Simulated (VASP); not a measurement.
An input for Ansatz (written as the equivalent of a VASP run, and not itself run):

Ansatz 0.2 input:
```yaml
crystal:
  lattice:
    - [5.8797920, 0.0000000, 0.0000000]
    - [0.0000000, 5.8797920, 0.0000000]
    - [0.0000000, 0.0000000, 5.8797920]
  atoms:
    - { symbol: Cs, position: [0.0000000, 0.0000000, 0.0000000] }
    - { symbol: Pb, position: [0.5000000, 0.5000000, 0.5000000] }
    - { symbol: Br, position: [0.5000000, 0.0000000, 0.5000000] }
    - { symbol: Br, position: [0.0000000, 0.5000000, 0.5000000] }
    - { symbol: Br, position: [0.5000000, 0.5000000, 0.0000000] }
kpoints:
  mp_grid: { grid: [4, 4, 4] }
hamiltonian:
  xc: pbesol
  pseudopotentials: { kind: paw }
scf:
  occupations: { method: gaussian, width: 0.05 }
  max_iter: 100
relax:
  max_steps: 40
  f_tol: 0.02
  cell: {}
output: { forces: true, stress: true, eigenvalues: true }
```

Question: Translate this input to VASP (INCAR, KPOINTS, POSCAR, choice of POTCAR).

Answer: This is not unique; one that fits is 
File KPOINTS:
```
kpoints
0
gamma
  4 4 4
```

### POSCAR
```
CsPbBr3
1.0
  5.8797919818   0.0000000000   0.0000000000
  0.0000000000   5.8797919818   0.0000000000
  0.0000000000   0.0000000000   5.8797919818
Cs Pb Br
1 1 3
Cartesian
  0.0000000000   0.0000000000   0.0000000000
  2.9398959909   2.9398959909   2.9398959909
  2.9398959909   0.0000000000   2.9398959909
  0.0000000000   2.9398959909   2.9398959909
  2.9398959909   2.9398959909   0.0000000000
```

**INCAR**
```
# general
SYSTEM  = CsPbBr3
PREC    = Accurate
ENCUT   = 500
LREAL   = .FALSE.
LASPH   = .TRUE.

# electronic loop
EDIFF   = 1E-6
NELM    = 100
ALGO    = Normal
LMAXMIX = 4

# smearing
ISMEAR  = 0
SIGMA   = 0.05

# functional
GGA     = PS

# ions
IBRION  = 2
NSW     = 40
ISIF    = 3
EDIFFG  = -0.02

# output
LWAVE   = .FALSE.
LCHARG  = .FALSE.
```

POTCAR, in this order: Cs_sv Pb_d Br (PBE.64 set). Program: vasp_std.

What does not carry over: each code has its own PAW files, so the cut-off isn't converted (ENCUT is set for VASP's; basis.ecutwfc is left out, and Ansatz then takes the one that its files recommend); Ansatz stops its SCF on the density residual and VASP on the energy change (EDIFF).

The compound is CsPbBr3 in the cubic perovskite structure, the ideal cubic form; the compound distorts at low or room temperature. It was relaxed first.
